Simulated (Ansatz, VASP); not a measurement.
# TiAl3 in two plane-wave programs

Wanted: the spread between two codes on one cell, functional and k mesh. The cell is taken from a series of runs on this material, whose earlier steps may have relaxed, scaled, displaced or heated it; both programs get it as it stands.

Method: plane waves, with VASP 6.6.1 beside it; zone-centre phonons at LDA, in Ansatz 0.2.0.

### Step 1. The structure

Symmetry: I4/mmm, No. 139, tetragonal system. The conventional cell has a = 3.826 Å, b = 3.826 Å, c = 8.604 Å, α = 90.00°, β = 90.00°, γ = 90.00°. Al has 4 Ti at 2.71 Å and 8 Al at 2.88 Å nearest. Nearest to Al lie 8 Al at 2.71 to 2.88 Å and 4 Ti at 2.88 Å. Nearest to Ti lie 12 Al at 2.71 to 2.88 Å. Farther neighbours are not listed.

Structure file:

```
Al Ti
1.0
    -1.91309    1.91309    4.30218
     1.91309   -1.91309    4.30218
     1.91309    1.91309   -4.30218
Al Ti
3 1
Direct
  0.50000 0.50000 0.00000
  0.75000 0.25000 0.50000
  0.25000 0.75000 0.50000
  0.00000 0.00000 0.00000
```

### Step 2. VASP: zone-centre phonons, LDA

Second derivatives magnify differences that forces hide, and they need a tight electronic threshold.

Lines of VASP's logs that name or quote its potential files are left out, and so is its time.

INCAR

```
SYSTEM = TiAl3
PREC = Accurate
ENCUT = 500
EDIFF = 1E-08
NELM = 120
ISMEAR = 1
SIGMA = 0.2
LREAL = .FALSE.
ALGO = Normal
GGA = PW92
NBANDS = 16
LASPH = .TRUE.
LORBIT = 11
LWAVE = .FALSE.
LCHARG = .FALSE.
ISIF = 2
IBRION = 8
GGA_COMPAT = .FALSE.
KPAR = 2
```

POSCAR

```
TiAl3
1.0
   -1.9130922141      1.9130922141      4.3021845162
    1.9130922141     -1.9130922141      4.3021845162
    1.9130922141      1.9130922141     -4.3021845162
Al Ti
3 1
Direct
    0.5000000000      0.5000000000      0.0000000000
    0.7500000000      0.2500000000      0.5000000000
    0.2500000000      0.7500000000      0.5000000000
    0.0000000000      0.0000000000      0.0000000000
```

KPOINTS

```
Automatic mesh
0
Gamma
16 16 16
0 0 0
```

Potentials, in the order of the species: Al and Ti_sv (LDA family, release 64).

The run is started by

```bash
> mpirun -np 2 vasp_std
```

Numbers of over 12 decimals in the logs are rounded to 6 here.

The program printed:

```text
[banner, memory and clock lines left out]
running    2 mpi-ranks, on    1 nodes
 distrk:  each k-point on    1 cores,    2 groups
 distr:  one band on    1 cores,    1 groups

 POSCAR found type information on POSCAR AlTi
 POSCAR found :  2 types and       4 ions
|                                                                             |
|               ----> ADVICE to this user running VASP <----                  |
|                                                                             |
|     You enforced a specific xc type in the INCAR file but a different       |
|     [... a line on the potential file left out ...]
|     I HOPE YOU KNOW WHAT YOU ARE DOING!                                     |
|                                                                             |

 LDA part: xc-table for (Slater(with rela. corr.)+PW92), standard interpolation
 POSCAR, INCAR and KPOINTS ok, starting setup
 FFT: planning ... GRIDC
 FFT: planning ... GRID_SOFT
 FFT: planning ... GRID
 WAVECAR not read
 entering main loop
       N       E                     dE             d eps       ncg     rms          rms(c)
DAV:   1     0.112088656931E+03    0.11209E+03   -0.91738E+03 11168   0.117E+03
DAV:   2    -0.165268575528E+02   -0.12862E+03   -0.12665E+03 11600   0.303E+02
DAV:   3    -0.245333891113E+02   -0.80065E+01   -0.78725E+01 19096   0.674E+01
DAV:   4    -0.247038332628E+02   -0.17044E+00   -0.17031E+00 12680   0.983E+00
DAV:   5    -0.247105354407E+02   -0.67022E-02   -0.67019E-02 18640   0.181E+00    0.108E+01
DAV:   6    -0.235799021587E+02    0.11306E+01   -0.28291E+01 16920   0.385E+01    0.690E+00
DAV:   7    -0.228203317242E+02    0.75957E+00   -0.94317E+00 14816   0.223E+01    0.298E+00
DAV:   8    -0.227805435590E+02    0.39788E-01   -0.13691E+00 14448   0.895E+00    0.167E+00
DAV:   9    -0.227341849033E+02    0.46359E-01   -0.39785E-01 15208   0.487E+00    0.223E-01
DAV:  10    -0.227357869170E+02   -0.16020E-02   -0.93737E-03 14152   0.716E-01    0.280E-01
DAV:  11    -0.227342143508E+02    0.15726E-02   -0.84498E-03 16360   0.600E-01    0.427E-02
DAV:  12    -0.227342130627E+02    0.12882E-05   -0.19335E-04 14536   0.105E-01    0.298E-02
DAV:  13    -0.227342133204E+02   -0.25774E-06   -0.33144E-06 13864   0.140E-02    0.290E-02
DAV:  14    -0.227342165105E+02   -0.31901E-05   -0.12679E-05 15120   0.271E-02    0.188E-02
DAV:  15    -0.227342125734E+02    0.39371E-05   -0.16986E-05 15336   0.309E-02    0.955E-03
DAV:  16    -0.227342124493E+02    0.12405E-06   -0.36226E-07 14088   0.428E-03    0.796E-03
DAV:  17    -0.227342123244E+02    0.12495E-06   -0.12882E-07 15040   0.283E-03    0.458E-03
DAV:  18    -0.227342122604E+02    0.63955E-07   -0.12400E-07 14816   0.299E-03    0.178E-03
DAV:  19    -0.227342122515E+02    0.88887E-08   -0.30259E-08 11656   0.126E-03
   1 F= -.22734212E+02 E0= -.22734628E+02  d E =0.124721E-02
 Linear response reoptimize wavefunctions to high precision
DAV:   1    -0.227342122508E+02    0.68212E-09   -0.12726E-08 14872   0.789E-04
DAV:   2    -0.227342122509E+02   -0.48885E-10   -0.38116E-10  6688   0.143E-04
 Linear response DOF=           6
 Linear response progress:
  Degree of freedom:   1/  6
       N       E                     dE             d eps       ncg     rms          rms(c)
RMM:   1    -0.888680085836E-02   -0.88868E-02    0.17201E-03 37074   0.126E+00
RMM:   2    -0.730314604493E-02    0.15837E-02   -0.17753E-03 39708   0.243E-01    0.453E-02
RMM:   3    -0.734188096815E-02   -0.38735E-04   -0.35272E-04 43378   0.108E-01    0.245E-02
RMM:   4    -0.745025513200E-02   -0.10837E-03   -0.11174E-04 43683   0.545E-02    0.726E-03
RMM:   5    -0.745955822075E-02   -0.93031E-05   -0.13607E-05 47590   0.202E-02    0.321E-03
RMM:   6    -0.746782603618E-02   -0.82678E-05   -0.22757E-06 50315   0.802E-03    0.805E-04
RMM:   7    -0.746833189621E-02   -0.50586E-06   -0.34962E-07 48153   0.309E-03    0.438E-04
RMM:   8    -0.746832345936E-02    0.84369E-08   -0.96752E-08 47022   0.164E-03    0.163E-04
 first order change of Fermi-energy   0.26388E-03
 force on displaced ion       1 direction 1 :  -7.851   0.000   0.000
 Linear response progress:
  Degree of freedom:   2/  6
       N       E                     dE             d eps       ncg     rms          rms(c)
RMM:   1    -0.106888294455E-01   -0.10689E-01    0.68182E-03 26455   0.692E-01
RMM:   2    -0.818059541141E-02    0.25082E-02   -0.14917E-03 23762   0.192E-01    0.449E-02
RMM:   3    -0.813396358109E-02    0.46632E-04   -0.49559E-04 24098   0.947E-02    0.209E-02
RMM:   4    -0.817411228242E-02   -0.40149E-04   -0.14413E-04 24569   0.475E-02    0.733E-03
RMM:   5    -0.816761746355E-02    0.64948E-05   -0.16585E-05 25494   0.182E-02    0.229E-03
RMM:   6    -0.817097793506E-02   -0.33605E-05   -0.37627E-06 26861   0.717E-03    0.593E-04
RMM:   7    -0.816970657416E-02    0.12714E-05   -0.77361E-07 26770   0.313E-03    0.274E-04
RMM:   8    -0.816905180986E-02    0.65476E-06   -0.21910E-07 27851   0.146E-03    0.116E-04
RMM:   9    -0.816918309848E-02   -0.13129E-06    0.61420E-08 28202   0.616E-04    0.286E-05
RMM:  10    -0.816921126599E-02   -0.28168E-07    0.28677E-08 29359   0.277E-04    0.247E-05
RMM:  11    -0.816923273124E-02   -0.21465E-07    0.44212E-08 28177   0.140E-04    0.739E-06
RMM:  12    -0.816921413126E-02    0.18600E-07    0.14778E-08 28653   0.726E-05    0.635E-06
[...]
RMM:  11    -0.733084844070E-02   -0.67994E-07    0.87647E-08 90226   0.117E-04    0.848E-06
RMM:  12    -0.733082470303E-02    0.23738E-07    0.36995E-08 90766   0.623E-05    0.232E-06
RMM:  13    -0.733081955237E-02    0.51507E-08    0.37346E-08 93608   0.338E-05    0.939E-07
 first order change of Fermi-energy  -0.18145E-04
 force on displaced ion       2 direction 1 :  -6.631   0.000   0.000
 Linear response progress:
  Degree of freedom:   4/  6
       N       E                     dE             d eps       ncg     rms          rms(c)
RMM:   1    -0.110783126992E-01   -0.11078E-01    0.46216E-03 42759   0.114E+00
RMM:   2    -0.856589868456E-02    0.25124E-02   -0.15924E-03 42035   0.250E-01    0.557E-02
RMM:   3    -0.851819990055E-02    0.47699E-04   -0.54421E-04 43172   0.128E-01    0.269E-02
RMM:   4    -0.859448142345E-02   -0.76282E-04   -0.17313E-04 44718   0.664E-02    0.918E-03
RMM:   5    -0.859819474573E-02   -0.37133E-05   -0.22586E-05 48136   0.267E-02    0.345E-03
RMM:   6    -0.860591711125E-02   -0.77224E-05   -0.39575E-06 50898   0.106E-02    0.130E-03
RMM:   7    -0.860557273047E-02    0.34438E-06   -0.64185E-07 49248   0.417E-03    0.651E-04
RMM:   8    -0.860518203707E-02    0.39069E-06   -0.22808E-07 48251   0.204E-03    0.251E-04
RMM:   9    -0.860539822555E-02   -0.21619E-06   -0.24471E-08 51494   0.788E-04    0.140E-04
RMM:  10    -0.860547217954E-02   -0.73954E-07    0.12083E-08 49918   0.386E-04    0.344E-05
RMM:  11    -0.860546473893E-02    0.74406E-08   -0.42676E-09 52128   0.165E-04    0.919E-06
 first order change of Fermi-energy  -0.30064E-03
 force on displaced ion       2 direction 3 :  -0.000   0.000  -5.738
 Linear response progress:
  Degree of freedom:   5/  6
       N       E                     dE             d eps       ncg     rms          rms(c)
RMM:   1    -0.777902254199E+00   -0.77790E+00    0.99236E+00 20050   0.137E+02
RMM:   2    -0.689800814870E+00    0.88101E-01   -0.53202E-01 34385   0.583E+00    0.163E-01
RMM:   3    -0.688405274991E+00    0.13955E-02   -0.26808E-02 39616   0.127E+00    0.750E-02
RMM:   4    -0.689308493104E+00   -0.90322E-03   -0.18402E-02 46557   0.554E-01    0.385E-02
RMM:   5    -0.690728358453E+00   -0.14199E-02   -0.82840E-04 45377   0.160E-01    0.144E-02
RMM:   6    -0.691129434058E+00   -0.40108E-03   -0.22468E-04 47737   0.685E-02    0.394E-03
RMM:   7    -0.691002854029E+00    0.12658E-03   -0.38486E-05 47791   0.253E-02    0.320E-03
RMM:   8    -0.691069425578E+00   -0.66572E-04   -0.14993E-05 48710   0.124E-02    0.139E-03
RMM:   9    -0.691112260047E+00   -0.42834E-04   -0.67082E-06 49608   0.619E-03    0.149E-04
RMM:  10    -0.691107775791E+00    0.44843E-05   -0.46093E-06 52503   0.321E-03    0.178E-04
RMM:  11    -0.691113607085E+00   -0.58313E-05   -0.34398E-06 48654   0.195E-03    0.262E-05
RMM:  12    -0.691114834899E+00   -0.12278E-05   -0.26658E-06 52169   0.138E-03    0.137E-05
RMM:  13    -0.691115187233E+00   -0.35233E-06   -0.20733E-06 50818   0.104E-03    0.121E-05
RMM:  14    -0.691115368220E+00   -0.18099E-06   -0.17087E-06 48902   0.851E-04    0.651E-06
[...]
RMM:  18    -0.691115238202E+00    0.32761E-07   -0.71969E-07 41963   0.466E-04    0.137E-05
RMM:  19    -0.691115276151E+00   -0.37948E-07   -0.59296E-07 42598   0.404E-04    0.145E-05
RMM:  20    -0.691115291644E+00   -0.15493E-07   -0.49121E-07 38868   0.355E-04    0.162E-05
RMM:  21    -0.691115304954E+00   -0.13310E-07   -0.40986E-07 36129   0.314E-04    0.183E-05
RMM:  22    -0.691115283133E+00    0.21821E-07   -0.33886E-07 40372   0.282E-04    0.216E-05
RMM:  23    -0.691115288493E+00   -0.53606E-08   -0.29646E-07 33834   0.248E-04    0.230E-05
RMM:  24    -0.691115309204E+00   -0.20711E-07   -0.25185E-07 29931   0.221E-04    0.237E-05
RMM:  25    -0.691115336653E+00   -0.27449E-07   -0.20897E-07 38139   0.200E-04    0.237E-05
 first order change of Fermi-energy  -0.27205E-03
 force on displaced ion       4 direction 1 :  -9.342  -0.000   0.000
 Linear response progress:
  Degree of freedom:   6/  6
       N       E                     dE             d eps       ncg     rms          rms(c)
RMM:   1    -0.727277292169E+00   -0.72728E+00    0.19111E+01 11352   0.141E+02
RMM:   2    -0.640900684127E+00    0.86377E-01   -0.58486E-01 18935   0.591E+00    0.169E-01
RMM:   3    -0.639532743659E+00    0.13679E-02   -0.27998E-02 22054   0.129E+00    0.734E-02
RMM:   4    -0.640239403962E+00   -0.70666E-03   -0.18667E-02 25490   0.550E-01    0.342E-02
RMM:   5    -0.641365921116E+00   -0.11265E-02   -0.69107E-04 25281   0.148E-01    0.141E-02
RMM:   6    -0.641797981816E+00   -0.43206E-03   -0.21458E-04 26039   0.653E-02    0.326E-03
RMM:   7    -0.641800034168E+00   -0.20524E-05   -0.37816E-05 26813   0.232E-02    0.229E-03
RMM:   8    -0.641845051076E+00   -0.45017E-04   -0.18022E-05 26086   0.122E-02    0.101E-03
RMM:   9    -0.641875882760E+00   -0.30832E-04   -0.11010E-05 27472   0.615E-03    0.337E-04
RMM:  10    -0.641863720147E+00    0.12163E-04   -0.82329E-06 27430   0.339E-03    0.869E-05
RMM:  11    -0.641865272434E+00   -0.15523E-05   -0.77618E-06 27920   0.213E-03    0.497E-05
RMM:  12    -0.641866503426E+00   -0.12310E-05   -0.62945E-06 26427   0.166E-03    0.135E-05
RMM:  13    -0.641867071988E+00   -0.56856E-06   -0.56704E-06 27473   0.135E-03    0.119E-05
RMM:  14    -0.641867115478E+00   -0.43489E-07   -0.49547E-06 29235   0.115E-03    0.152E-05
RMM:  15    -0.641866653698E+00    0.46178E-06   -0.44511E-06 24317   0.102E-03    0.293E-05
RMM:  16    -0.641866741917E+00   -0.88219E-07   -0.39134E-06 26218   0.907E-04    0.321E-05
RMM:  17    -0.641866784120E+00   -0.42204E-07   -0.34325E-06 28252   0.818E-04    0.368E-05
RMM:  18    -0.641866938886E+00   -0.15477E-06   -0.31588E-06 23854   0.752E-04    0.438E-05
RMM:  19    -0.641866790670E+00    0.14822E-06   -0.28349E-06 23049   0.704E-04    0.557E-05
RMM:  20    -0.641866760776E+00    0.29894E-07   -0.26539E-06 23282   0.641E-04    0.627E-05
RMM:  21    -0.641866888330E+00   -0.12755E-06   -0.24460E-06 22779   0.602E-04    0.587E-05
RMM:  22    -0.641867087527E+00   -0.19920E-06   -0.21265E-06 26850   0.570E-04    0.504E-05
RMM:  23    -0.641867131164E+00   -0.43637E-07   -0.19927E-06 23389   0.510E-04    0.508E-05
RMM:  24    -0.641867143561E+00   -0.12397E-07   -0.18943E-06 23262   0.472E-04    0.539E-05
 first order change of Fermi-energy   0.37306E-03
 force on displaced ion       4 direction 3 :  -0.000  -0.000  -7.025
 Linear response finished
```

[end of part 1 of 2]

[Lines on the potential files, build, host, timing and source positions are cut from VASP's logs without a mark.]

[Logs are printed without paths, hosts, clocks, repeated set-up lines and the standing remarks that a program may print on its own settings, such as how far it seeks lower states.]

[Hosts, paths, dates, database ids (printed as entryN), source tags and the programs' standing remarks are cut or masked in the printed files.]
